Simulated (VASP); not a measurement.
# BeGe (P-6m2) in VASP: reference runs

Aim: a first look at BeGe with PBE, on the cell as given and on a disturbed one, then over a range of volumes.

Everything below comes from runs of VASP 6.6.1. Logs are shortened: lines on timing, memory, paths and dates and some standing lists are left out, and cuts for length are marked.

## 1. Starting point

The structure is hexagonal, space group P-6m2 (No. 187). Conventional cell: a = 3.896 Å, b = 3.896 Å, c = 2.558 Å, α = 90.00°, β = 90.00°, γ = 120.00°. Be (site symmetry -6m2) has 3 Ge at 2.25 Å and 2 Be at 2.56 Å as nearest neighbours. Around Ge (site symmetry -6m2) lie 3 Be at 2.25 Å and 2 Ge at 2.56 Å.

The cell was built by a generator and needn't be a form met in nature.

## 2. Single point, PBE

The input, INCAR:

```
SYSTEM = BeGe
  PREC = Accurate
  ENCUT = 520
  EDIFF = 1E-7
  ISMEAR = -1
  SIGMA = 0.05
  LREAL = .FALSE.
  LASPH = .TRUE.
  NELM = 60
  ALGO = Normal
  ISIF = 2
  LWAVE = .FALSE.
  LCHARG = .FALSE.
  GGA = PE
  NBANDS = 15
```

The input, KPOINTS:

```
regular mesh
0
G
  8 8 10
  0 0 0
```

The input, POSCAR:

```
BeGe
1.0
    3.8955200000      0.0000000000      0.0000000000
   -1.9477600000      3.3736200000      0.0000000000
    0.0000000000      0.0000000000      2.5575200000
Be Ge
1 1
Direct
    0.6666700000      0.3333300000      0.0000000000
    0.0000000000      0.0000000000      0.0000000000
```

Potentials or basis: VASP PAW PBE potentials, release 64 (Be, Ge_d).

The run is started by

```
cat potpaw_PBE.64/Be/POTCAR potpaw_PBE.64/Ge_d/POTCAR > POTCAR
mpirun -np 1 vasp_std > vasp.out
```

OUTCAR:

```text
SYSTEM = BeGe
   PREC = Accurate
   ENCUT = 520
   EDIFF = 1E-7
   ISMEAR = -1
   LREAL = .FALSE.
   LASPH = .TRUE.
   NELM = 60
   ISIF = 2
   GGA = PE

 ion  position               nearest neighbor table
   1  0.667  0.333  0.000-   2 2.25   2 2.25   2 2.25
   2  0.000  0.000  0.000-   1 2.25   1 2.25   1 2.25

  LATTYP: Found a hexagonal cell.
 ALAT       =     3.8955200000
 C/A-ratio  =     0.6565285251

  Lattice vectors:

 A1 = (   3.8955200000,   0.0000000000,   0.0000000000)
 A2 = (  -1.9477600000,   3.3736200000,   0.0000000000)
 A3 = (   0.0000000000,   0.0000000000,   2.5575200000)

Analysis of symmetry for initial positions (statically):
=====================================================================
 Subroutine PRICEL returns:
 Original cell was already a primitive cell.

 Routine SETGRP: Setting up the symmetry group for a
 hexagonal supercell.

 Subroutine GETGRP returns: Found  4 space group operations
 (whereof  4 operations were pure point group operations)
 out of a pool of 24 trial point group operations.

The static configuration has the point symmetry C_2v.

Analysis of symmetry for dynamics (positions and initial velocities):
=====================================================================
 Subroutine PRICEL returns:
 Original cell was already a primitive cell.

 Routine SETGRP: Setting up the symmetry group for a
 hexagonal supercell.

 Subroutine GETGRP returns: Found  4 space group operations
 (whereof  4 operations were pure point group operations)
 out of a pool of 24 trial point group operations.

The dynamic configuration has the point symmetry C_2v.

 Subroutine INISYM returns: Found  4 space group operations
 (whereof  4 operations are pure point group operations),
 and found     1 'primitive' translations

----------------------------------------------------------------------------------------

                                     Primitive cell

  volume of cell :      33.6109

  direct lattice vectors                    reciprocal lattice vectors
     3.895520000  0.000000000  0.000000000     0.256705138  0.148208749  0.000000000
    -1.947760000  3.373620000  0.000000000     0.000000000  0.296417498  0.000000000
     0.000000000  0.000000000  2.557520000     0.000000000  0.000000000  0.391003785

  length of vectors
     3.895520000  3.895520623  2.557520000     0.296417546  0.296417498  0.391003785

  position of ions in fractional coordinates (direct lattice)
     0.666670000  0.333330000  0.000000000
     0.000000000  0.000000000  0.000000000

  ion indices of the primitive-cell ions
   primitive index   ion index
                 1           1
                 2           2

----------------------------------------------------------------------------------------

 KPOINTS: regular mesh

Automatic generation of k-mesh.
 Grid dimensions read from file:
 generate k-points for:    8    8   10

 Generating k-lattice:

  Cartesian coordinates                     Fractional coordinates (reciprocal lattice)
     0.032088142  0.018526094  0.000000000     0.125000000  0.000000000  0.000000000
     0.000000000  0.037052187  0.000000000     0.000000000  0.125000000  0.000000000
     0.000000000  0.000000000  0.039100378     0.000000000  0.000000000  0.100000000

  Length of vectors
     0.037052193  0.037052187  0.039100378

  Shift w.r.t. Gamma in fractional coordinates (k-lattice)
     0.000000000  0.000000000  0.000000000

 Subroutine IBZKPT returns following result:
 ===========================================

 Found    126 irreducible k-points:

 Following reciprocal coordinates:
            Coordinates               Weight
  0.000000  0.000000  0.000000      1.000000
  0.125000  0.000000  0.000000      4.000000
 -0.125000  0.125000  0.000000      2.000000
  0.250000  0.000000  0.000000      4.000000
 -0.250000  0.250000  0.000000      2.000000
  0.375000  0.000000  0.000000      4.000000
[... 16 lines left out ...]
  0.125000  0.000000  0.100000      8.000000
 -0.125000  0.125000  0.100000      4.000000
 [... further k-points ...]
   k-points           NKPTS =    126   k-points in BZ     NKDIM =    126   number of bands    NBANDS=     15
   number of dos      NEDOS =    301   number of ions     NIONS =      2
   total plane-waves  NPLWV =  18000
   dimension x,y,z NGX =    30 NGY =   30 NGZ =   20
   dimension x,y,z NGXF=    60 NGYF=   60 NGZF=   40
   ions per type =               1   1
   NGX,Y,Z   is equivalent  to a cutoff of  12.80, 12.80, 13.00 a.u.
   NGXF,Y,Z  is equivalent  to a cutoff of  25.61, 25.61, 26.00 a.u.
 SYSTEM =  BeGe
   PREC   = accura    normal or accurate (medium, high low for compatibility)
   ISTART =      0    job   : 0-new  1-cont  2-samecut
   ICHARG =      2    charge: 1-file 2-atom 10-const
   ISPIN  =      1    spin polarized calculation?
   LNONCOLLINEAR =      F non collinear calculations
   LSORBIT =      F    spin-orbit coupling
   LASPH  =      T    aspherical Exc in radial PAW
   ENCUT  =  520.0 eV  38.22 Ry    6.18 a.u.   7.24  7.24  4.76*2*pi/ulx,y,z
   NELM   =     60;   NELMIN=  2; NELMDL= -5     # of ELM steps
   EDIFF  = 0.1E-06   stopping-criterion for ELM
   LREAL  =      F    real-space projection
   EDIFFG = 0.1E-05   stopping-criterion for IOM
   NSW    =      0    number of steps for IOM
   IBRION =     -1    ionic relax: 0-MD 1-quasi-New 2-CG
   NFREE  =      0    steps in history (QN), initial steepest desc. (CG)
   ISIF   =      2    stress and relaxation
   ISYM   =      2    0-nonsym 1-usesym 2-fastsym
   POTIM  = 0.5000    time-step for ionic-motion
   TEBEG  =    0.0;   TEEND  =   0.0 temperature during run
   PSTRESS=    0.0 pullay stress
   NELECT =      16.0000    total number of electrons
   NUPDOWN=      -1.0000    fix difference up-down
   EMIN   =  10.00;   EMAX   =-10.00  energy-range for DOS
   EFERMI =   0.00;   METHOD = LEGACY
   ISMEAR =    -1;   SIGMA  =   0.05  broadening in eV -4-tet -1-fermi 0-gaus
   EFERMI_NEDOS =   21; number of points for ismear=-14 and -15
   IALGO  =     38    algorithm
   IMIX   =      4    mixing-type and parameters
     AMIX     =   0.40;   BMIX     =  1.00
     AMIX_MAG =   1.60;   BMIX_MAG =  1.00
  volume/ion in A,a.u.               =      16.81       113.41
  Fermi-wavevector in a.u.,A,eV,Ry     =   1.278266  2.415573 22.231434  1.633964
  Thomas-Fermi vector in A             =   2.410819
   LORBIT       =      0    0 simple, 1 ext, 2 COOP (PROOUT), +10 PAW based schemes
   GGA     = PE    functional components
   LHFCALC =     F    Hartree Fock is set to
   AEXX    =    0.0000 exact exchange contribution
   IVDW    =     0    specifies the selected vdW correction
   LEPSILON=     F    determine dielectric tensor
   LRPA    =     F    only Hartree local field effects (RPA)
 non-spin polarized calculation
  energy-cutoff  :      520.00
  volume of cell :       33.61
 maximum number of plane-waves:       921
 NGX is ok and might be reduce to    30
   NGX = 15   NGY = 15   NGZ =  9

 number of electron      15.9999993 magnetization

 Free energy of the ion-electron system (eV)
  ---------------------------------------------------
  ext. energy  EPLUGINS =         0.00000000
  ---------------------------------------------------
  free energy    TOTEN  =        -7.13995986 eV

  energy without entropy =       -7.13287183  energy(sigma->0) =       -7.13641584

 E-fermi :   4.1623     XC(G=0):  -9.8511

 val. band max:        4.1000398008   @ k =   0.5000   0.0000   0.5000
 cond. band min:       4.2147058322   @ k =   0.5000   0.3750   0.5000
 fundamental gap:      0.1146660314
 Fermi energy:         4.1623328451

 k-point     1 :       0.0000    0.0000    0.0000
  band No.  band energies     occupation
      1     -20.1838      2.00000
      2     -19.8758      2.00000
      3     -19.8758      2.00000
      4     -19.8758      2.00000
      5     -19.8758      2.00000
      6      -7.1766      2.00000
      7       3.5061      2.00000
      8       3.5062      2.00000
      9       6.2493      0.00000
     10       8.1659      0.00000
     11       8.1661      0.00000
     12      12.6292      0.00000
     13      12.7361      0.00000
     14      18.0707      0.00000
     15      19.8619      0.00000

 k-point     2 :       0.1250    0.0000    0.0000
  band No.  band energies     occupation
      1     -20.1834      2.00000
      2     -19.8760      2.00000
      3     -19.8758      2.00000
      4     -19.8754      2.00000
      5     -19.8742      2.00000
      6      -7.0371      2.00000
      7       2.2964      2.00000
      8       3.1574      2.00000
      9       6.8717      0.00000
     10       8.4749      0.00000
     11       8.8955      0.00000
     12      12.8979      0.00000
     13      13.6088      0.00000
     14      18.1301      0.00000
     15      19.4092      0.00000

 k-point     3 :      -0.1250    0.1250    0.0000
  band No.  band energies     occupation
      1     -20.1834      2.00000
      2     -19.8760      2.00000
      3     -19.8758      2.00000
      4     -19.8754      2.00000
      5     -19.8742      2.00000
      6      -7.0371      2.00000
      7       2.2964      2.00000
      8       3.1574      2.00000
      9       6.8717      0.00000
     10       8.4749      0.00000
     11       8.8954      0.00000
     12      12.8979      0.00000
     13      13.6088      0.00000
     14      18.1301      0.00000
     15      19.4092      0.00000
[... 343 lines left out ...]
 k-point    23 :       0.1250    0.0000    0.1000
  band No.  band energies     occupation
      1     -20.1517      2.00000
      2     -19.8883      2.00000
      3     -19.8881      2.00000
      4     -19.8738      2.00000
      5     -19.8726      2.00000
      6      -6.8189      2.00000
      7       2.4968      2.00000
      8       3.3635      2.00000
      9       7.0083      0.00000
     10       8.6121      0.00000
     11       9.1006      0.00000
     12      10.7032      0.00000
     13      13.8929      0.00000
     14      18.1850      0.00000
     15      20.8129      0.00000

 k-point    24 :      -0.1250    0.1250    0.1000
  band No.  band energies     occupation
      1     -20.1517      2.00000
      2     -19.8883      2.00000
      3     -19.8881      2.00000
      4     -19.8738      2.00000
      5     -19.8726      2.00000
      6      -6.8189      2.00000
      7       2.4967      2.00000
      8       3.3636      2.00000
      9       7.0083      0.00000
     10       8.6122      0.00000
     11       9.1005      0.00000
     12      10.7032      0.00000
     13      13.8929      0.00000
     14      18.1850      0.00000
     15      20.8129      0.00000

 [... further k-points ...]

------------------------ aborting loop because EDIFF is reached ----------------------------------------

  FORCE on cell =-STRESS in cart. coord.  units (eV):
  Direction    XX          YY          ZZ          XY          YZ          ZX
  --------------------------------------------------------------------------------------
  -------------------------------------------------------------------------------------
  Total        0.6501347      0.6499273      0.2789954     -0.0001798      0.0000000      0.0000000
  in kB       30.9908346     30.9809514     13.2992429     -0.0085705      0.0000000      0.0000000
  external PRESSURE =      25.0903430 kB  Pullay stress =       0.0000000 kB

 VOLUME and BASIS-vectors are now :
 -----------------------------------------------------------------------------
  energy-cutoff  :      520.00
  volume of cell :       33.61
      direct lattice vectors                 reciprocal lattice vectors
     3.895520000  0.000000000  0.000000000     0.256705138  0.148208749  0.000000000
    -1.947760000  3.373620000  0.000000000     0.000000000  0.296417498  0.000000000
     0.000000000  0.000000000  2.557520000     0.000000000  0.000000000  0.391003785

 POSITION                                       TOTAL-FORCE (eV/Angst)
 -----------------------------------------------------------------------------------
      1.94778      1.12453      0.00000        -0.000131      0.000076      0.000000
      0.00000      0.00000      0.00000         0.000131     -0.000076      0.000000
 -----------------------------------------------------------------------------------
    total drift:                               -0.000004     -0.000009      0.000000

  FREE ENERGIE OF THE ION-ELECTRON SYSTEM (eV)
  ---------------------------------------------------
  free  energy   TOTEN  =        -7.1399598604 eV

  energy  without entropy=       -7.1328718287  energy(sigma->0) =       -7.13641584
```

Wall time 36 s (1 thread of Intel Xeon Platinum 8488C (Sapphire Rapids), shared host); peak memory 0.19 GiB.

Results:

```
Free energy            : -7.1400 eV
Pressure               : 2.5 GPa
Band gap on the k mesh : none (metal or under the smearing width)
```

Levels at points of the mesh, in eV from the Fermi level:
| k point | band 6 | band 7 | band 8 | band 9 | band 10 | band 11 |
| --- | --- | --- | --- | --- | --- | --- |
| (0.00, 0.00, 0.00) | -11.34 | -0.66 | -0.66 | 2.09 | 4.00 | 4.00 |
| (0.50, 0.00, 0.00) | -10.02 | -5.72 | -2.27 | 1.82 | 10.11 | 10.36 |
| (0.50, 0.50, 0.00) | -10.02 | -5.72 | -2.27 | 1.82 | 10.11 | 10.36 |
| (0.00, 0.00, 0.50) | -6.49 | -4.91 | 2.51 | 2.51 | 3.95 | 7.62 |
| (0.50, 0.00, 0.50) | -5.28 | -3.27 | -1.37 | -0.06 | 1.00 | 7.02 |
| (0.50, 0.50, 0.50) | -5.28 | -3.27 | -1.37 | -0.06 | 1.00 | 7.02 |

## 3. Single point, PBE (atoms moved at random, drawn with an rms of 0.05 Å)

The input, INCAR:

```
ALGO = Normal
EDIFF = 1E-7
ENCUT = 520
GGA = PE
ISIF = 2
ISMEAR = -1
LASPH = T
LCHARG = T
LELF = T
LREAL = F
LVHAR = T
LWAVE = F
NBANDS = 15
NELM = 60
PREC = Accurate
SIGMA = 0.05
```

The input, KPOINTS:

```
k-points
0
Gamma
  8 8 10
```

The input, POSCAR:

```
BeGe
1.0
    3.8955200000      0.0000000000      0.0000000000
   -1.9477600000      3.3736200000      0.0000000000
    0.0000000000      0.0000000000      2.5575200000
Be Ge
1 1
Direct
    0.6614840000      0.3345610000     -0.0040200000
   -0.0022570000      0.0122810000     -0.0040050000
```

Potentials or basis: VASP PAW PBE potentials, release 64 (Be, Ge_d).

The run is started by

```
cat potpaw_PBE.64/Be/POTCAR potpaw_PBE.64/Ge_d/POTCAR > POTCAR
mpirun -np 1 vasp_std > vasp.out
```

It took 84 s on 1 thread of Intel Xeon Platinum 8488C (Sapphire Rapids), shared host; peak memory 0.27 GiB.

The run converged. Its results:

```yaml
Free_energy: -7.1351 eV
Pressure: 2.6 GPa
Largest_force: 0.249 eV/Å
Band_gap_on_the_k_mesh: none (metal or under the smearing width)
```

Forces in eV/Å, atoms in the order of the input:
```
Be  -0.076  0.237  0.000
Ge   0.076 -0.237  0.000
```

Stress tensor (GPa, compression positive):
```
 4.67 -0.43  0.00
-0.43  1.75  0.00
 0.00  0.00  1.26
```

Levels at points of the mesh, in eV from the Fermi level:
```csv
k point,band 6,band 7,band 8,band 9,band 10,band 11
"(0.00, 0.00, 0.00)",-11.34,-0.78,-0.53,2.09,3.85,4.16
"(0.50, 0.00, 0.00)",-10.02,-5.73,-2.26,1.83,10.10,10.39
"(0.00, 0.50, 0.00)",-10.03,-5.67,-2.33,1.78,10.08,10.26
"(0.50, 0.50, 0.00)",-10.02,-5.75,-2.24,1.85,10.11,10.37
"(0.00, 0.00, 0.50)",-6.49,-4.91,2.36,2.66,3.95,7.42
"(0.50, 0.00, 0.50)",-5.28,-3.25,-1.38,-0.09,1.03,7.02
"(0.00, 0.50, 0.50)",-5.27,-3.31,-1.34,0.04,0.94,6.99
"(0.50, 0.50, 0.50)",-5.29,-3.24,-1.40,-0.13,1.05,7.04
```

## 4. Equation of state, PBE, 15.80 Å³/atom (volume scaled by 0.94)

The input, INCAR:

```
PREC = Accurate
ENCUT = 520
EDIFF = 1E-7
ISMEAR = -1
SIGMA = 0.05
LREAL = F
LASPH = T
NELM = 80
ALGO = Normal
ISIF = 2
LWAVE = F
LCHARG = F
GGA = PE
NBANDS = 15
```

The input, KPOINTS:

```
regular mesh
0
Gamma
  8 8 10
```

The input, POSCAR:

```
BeGe
1.0
    3.8159972782      0.0000000000      0.0000000000
   -1.9079986391      3.3047512881      0.0000000000
    0.0000000000      0.0000000000      2.5053110648
Be Ge
1 1
Direct
    0.6666700000      0.3333300000      0.0000000000
    0.0000000000      0.0000000000      0.0000000000
```

The run is started by

```
cat potpaw_PBE.64/Be/POTCAR potpaw_PBE.64/Ge_d/POTCAR > POTCAR
mpirun -np 1 vasp_std > vasp.out
```

Wall time 28 s (1 thread of Intel Xeon Platinum 8488C (Sapphire Rapids), shared host); peak memory 0.18 GiB.

Results (log left out):

```
Free energy            : -7.0774 eV
Pressure               : 7.5 GPa
Band gap on the k mesh : none (metal or under the smearing width)
```

## 5. Equation of state, PBE, 16.13 Å³/atom (volume scaled by 0.96)

The input, INCAR:

```
SYSTEM = BeGe
PREC = Accurate ; ENCUT = 520
EDIFF = 1E-7 ; ISMEAR = -1
SIGMA = 0.05 ; LREAL = .False.
LASPH = .True. ; NELM = 80
ALGO = Normal ; ISIF = 2
LWAVE = .False. ; LCHARG = .False.
GGA = PE ; NBANDS = 15
```

The input, KPOINTS:

```
regular mesh
0
Gamma
  8 8 10
  0 0 0
```

The input, POSCAR:

```
BeGe
1.0
    3.8428713839      0.0000000000      0.0000000000
   -1.9214356920      3.3280249513      0.0000000000
    0.0000000000      0.0000000000      2.5229546817
Be Ge
1 1
Direct
    0.6666700000      0.3333300000      0.0000000000
    0.0000000000      0.0000000000      0.0000000000
```

The run is started by

```
cat potpaw_PBE.64/Be/POTCAR potpaw_PBE.64/Ge_d/POTCAR > POTCAR
mpirun -np 1 vasp_std > vasp.out
```

Wall time 38 s (1 thread of Intel Xeon Platinum 8488C (Sapphire Rapids), shared host); peak memory 0.19 GiB.

The run converged. Its results:

| Item | Value |
| --- | --- |
| Free energy | -7.1053 eV |
| Pressure | 5.7 GPa |
| Band gap on the k mesh | none (metal or under the smearing width) |

(Continued in part 2 of 2.)
